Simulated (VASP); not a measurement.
Output of a VASP run:

**OUTCAR**
```
 ion  position               nearest neighbor table
   1  0.000  0.000  0.000-   2 2.29   2 2.29   2 2.29   2 2.29   2 2.29   2 2.29
   2  0.500  0.500  0.500-   1 2.29   1 2.29   1 2.29   1 2.29   1 2.29   1 2.29
  LATTYP: Found a face centered cubic cell.
 ALAT       =     4.5795620000
 Subroutine PRICEL returns:
 Original cell was already a primitive cell.
 Subroutine GETGRP returns: Found 48 space group operations
The static configuration has the point symmetry O_h .
The dynamic configuration has the point symmetry O_h .
 Subroutine INISYM returns: Found 48 space group operations
 Subroutine IBZKPT returns following result:
 Found     10 irreducible k-points:

 Following reciprocal coordinates:
            Coordinates               Weight
  0.000000  0.000000  0.000000      1.000000
  0.200000  0.000000  0.000000      8.000000
  0.400000  0.000000  0.000000      8.000000
  0.200000  0.200000  0.000000      6.000000
  0.400000  0.200000  0.000000     24.000000
 -0.400000  0.200000  0.000000     24.000000
 -0.200000  0.200000  0.000000     12.000000
  0.400000  0.400000  0.000000      6.000000
 -0.400000  0.400000  0.000000     12.000000
 -0.400000  0.400000  0.200000     24.000000
 Subroutine IBZKPT_HF returns following result:
   k-points           NKPTS =     10   k-points in BZ     NKDIM =    125   number of bands    NBANDS=     11
   number of dos      NEDOS =    301   number of ions     NIONS =      2
   total plane-waves  NPLWV =  13824
   dimension x,y,z NGX =    24 NGY =   24 NGZ =   24
   dimension x,y,z NGXF=    48 NGYF=   48 NGZF=   48
   ions per type =               1   1
   PREC   = accura    normal or accurate (medium, high low for compatibility)
   ISTART =      0    job   : 0-new  1-cont  2-samecut
   ICHARG =      2    charge: 1-file 2-atom 10-const
   ISPIN  =      1    spin polarized calculation?
   LNONCOLLINEAR =      F non collinear calculations
   LSORBIT =      F    spin-orbit coupling
   INIWAV =      1    electr: 0-lowe 1-rand  2-diag
   ENCUT  =  400.0 eV  29.40 Ry    5.42 a.u.   5.28  5.28  5.28*2*pi/ulx,y,z
   NELM   =    100;   NELMIN=  2; NELMDL= -5     # of ELM steps
   EDIFF  = 0.1E-05   stopping-criterion for ELM
   LREAL  =      F    real-space projection
   NLSPLINE    = F    spline interpolate recip. space projectors
   LMAXMIX     =    2 max onsite mixed and CHGCAR
   VOSKOWN=      0    Vosko Wilk Nusair interpolation
   EDIFFG = 0.1E-04   stopping-criterion for IOM
   NSW    =      0    number of steps for IOM
   NBLOCK =      1;   KBLOCK =      1    inner block; outer block
   IBRION =     -1    ionic relax: 0-MD 1-quasi-New 2-CG
   NFREE  =      0    steps in history (QN), initial steepest desc. (CG)
   ISIF   =      2    stress and relaxation
   ISYM   =      3    0-nonsym 1-usesym 2-fastsym
   TEIN   =    0.0    initial temperature
   TEBEG  =    0.0;   TEEND  =   0.0 temperature during run
   SMASS  =  -3.00    Nose mass-parameter (am)
   PSTRESS=    0.0 pullay stress
   NELECT =      14.0000    total number of electrons
   EFERMI =   0.00;   METHOD = LEGACY
   ISMEAR =    -1;   SIGMA  =   0.05  broadening in eV -4-tet -1-fermi 0-gaus
   IALGO  =     38    algorithm
   LDIAG  =      T    sub-space diagonalisation (order eigenvalues)
   IMIX   =      1    mixing-type and parameters
     AMIX     =   0.40;   BMIX     =  1.00
     AMIX_MAG =   1.60;   BMIX_MAG =  1.00
     AMIN     =   0.10
   GGA     = PE    functional components
   VOSKOWN =     0    Vosko Wilk Nusair interpolation
   LHFCALC =     T    Hartree Fock is set to
   NKREDX  =     1    reduce k-point grid by
   AEXX    =    0.2500 exact exchange contribution
   HFSCREEN=    0.2000 screening length (either q_TF or 0.3 A-1)
   HFRCUT  =    0.0000 spherical cutoff for potential kernel
   AGGAX   =    0.7500 GGA exchange part
   ALDAC   =    1.0000 LDA correlation
   AGGAC   =    1.0000 GGA correlation
  energy-cutoff  :      400.00
  volume of cell :       24.01
      direct lattice vectors                 reciprocal lattice vectors
...
```

**OSZICAR**
```
       N       E                     dE             d eps       ncg     rms          rms(c)
DAV:   1    -0.707862156259E+01   -0.70786E+01   -0.75905E+03   234   0.132E+03
DAV:   2    -0.110163876175E+03   -0.10309E+03   -0.95124E+02   242   0.348E+02
DAV:   3    -0.114554659730E+03   -0.43908E+01   -0.43810E+01   259   0.743E+01
DAV:   4    -0.114594662509E+03   -0.40003E-01   -0.40000E-01   238   0.745E+00
DAV:   5    -0.114484382146E+02    0.10315E+03   -0.70528E-01   244   0.177E+01    0.577E+00
DAV:   6    -0.102904173065E+02    0.11580E+01   -0.36330E+00   256   0.183E+01    0.183E+00
DAV:   7    -0.103752358038E+02   -0.84818E-01   -0.33230E-01   229   0.661E+00    0.171E+00
DAV:   8    -0.103594379638E+02    0.15798E-01   -0.17422E-02   256   0.184E+00    0.899E-01
DAV:   9    -0.103560384271E+02    0.33995E-02   -0.12019E-02   238   0.119E+00    0.410E-01
DAV:  10    -0.103556160279E+02    0.42240E-03   -0.82669E-04   247   0.756E-01    0.239E-01
DAV:  11    -0.103555361326E+02    0.79895E-04   -0.46530E-04   238   0.555E-01    0.153E-01
DAV:  12    -0.103556278077E+02   -0.91675E-04   -0.18779E-04   232   0.303E-01    0.971E-02
DAV:  13    -0.103557025251E+02   -0.74717E-04   -0.80153E-05   232   0.167E-01    0.596E-02
DAV:  14    -0.103557465338E+02   -0.44009E-04   -0.27321E-05   238   0.104E-01    0.361E-02
DAV:  15    -0.103557699390E+02   -0.23405E-04   -0.11882E-05   226   0.686E-02    0.223E-02
DAV:  16    -0.103557818010E+02   -0.11862E-04   -0.50966E-06   244   0.440E-02    0.140E-02
DAV:  17    -0.103557875616E+02   -0.57606E-05   -0.22332E-06   226   0.278E-02    0.889E-03
DAV:  18    -0.103557903060E+02   -0.27444E-05   -0.92553E-07   238   0.175E-02    0.563E-03
DAV:  19    -0.103557915787E+02   -0.12727E-05   -0.40091E-07   232   0.111E-02    0.359E-03
DAV:  20    -0.103557921598E+02   -0.58110E-06   -0.17540E-07   229   0.706E-03
   1 F= -.10355792E+02 E0= -.10355792E+02  d E =-.104218E-09
```

OUTCAR:
```
------------------------ aborting loop because EDIFF is reached ----------------------------------------
  FORCE on cell =-STRESS in cart. coord.  units (eV):
  Direction    XX          YY          ZZ          XY          YZ          ZX
  --------------------------------------------------------------------------------------
  Total       -0.7530041     -0.7530041     -0.7530041      0.0000000      0.0000000      0.0000000
  in kB      -50.2453751    -50.2453751    -50.2453751      0.0000000      0.0000000      0.0000000
  external PRESSURE =     -50.2453751 kB  Pullay stress =       0.0000000 kB
  volume of cell :       24.01
      direct lattice vectors                 reciprocal lattice vectors
     0.000000000  2.289781000  2.289781000    -0.218361494  0.218361494  0.218361494
     2.289781000  0.000000000  2.289781000     0.218361494 -0.218361494  0.218361494
     2.289781000  2.289781000  0.000000000     0.218361494  0.218361494 -0.218361494
  FREE ENERGIE OF THE ION-ELECTRON SYSTEM (eV)
  ---------------------------------------------------
  free  energy   TOTEN  =       -10.3557921598 eV

  energy  without entropy=      -10.3557921597  energy(sigma->0) =      -10.35579216

  exchange ACFDT corr.  =         0.00000000  see jH, gK, PRB 81, 115126
```
(Selected blocks of OUTCAR.)

File POSCAR:
```
NaF
1
    0.0000000000     2.2897810000     2.2897810000
    2.2897810000     0.0000000000     2.2897810000
    2.2897810000     2.2897810000     0.0000000000
Na F
1 1
Direct
  0.0000000000   0.0000000000   0.0000000000
  0.5000000000   0.5000000000   0.5000000000
```

Question: Write an INCAR and KPOINTS that could have produced this output.

Answer: One answer among several that fit: the input of the run itself, HSE06 screened hybrid, plane waves, VASP's PBE PAW potentials (set 64).

**INCAR**
```
! general
SYSTEM   = NaF
PREC     = Accurate
ENCUT    = 400   ! plane-wave cut-off (eV)
LREAL    = .False.   ! projection in real space or not
LASPH    = .True.
ISYM     = 3

! electronic loop
EDIFF    = 1E-6   ! SCF stop (eV)
NELM     = 100   ! most electronic steps
ALGO     = Normal   ! blocked Davidson

! smearing
ISMEAR   = -1   ! Fermi-Dirac
SIGMA    = 0.05

! functional
GGA      = PE   ! PBE
LHFCALC  = .True.
AEXX     = 0.25
HFSCREEN = 0.2
PRECFOCK = Fast

! ions
ISIF     = 2   ! forces and stress, cell fixed

! output
LWAVE    = .False.
LCHARG   = .False.
```

### KPOINTS
```
Automatic mesh
0
Gamma
5 5 5
0 0 0
```

POTCAR, in this order: Na_pv F (PBE.64 set). Program: vasp_std.

At this cut-off the stress carries a Pulay error, which pulls relaxed volumes low.

The structure comes from a computed database's NaF entry; how it stands against other phases isn't given here. The cell was not relaxed at this level. The k-mesh is coarse (spacing up to 0.48 per Å, 2π included), so the numbers may not be converged in it. The run is one of a series of settings (AEXX = 0.25, HFSCREEN = 0.2, ISYM = 3, LHFCALC = .TRUE., PRECFOCK = Fast, KPOINTS 5×5×5 Γ-centred mesh against the base run), some of them coarse on purpose.
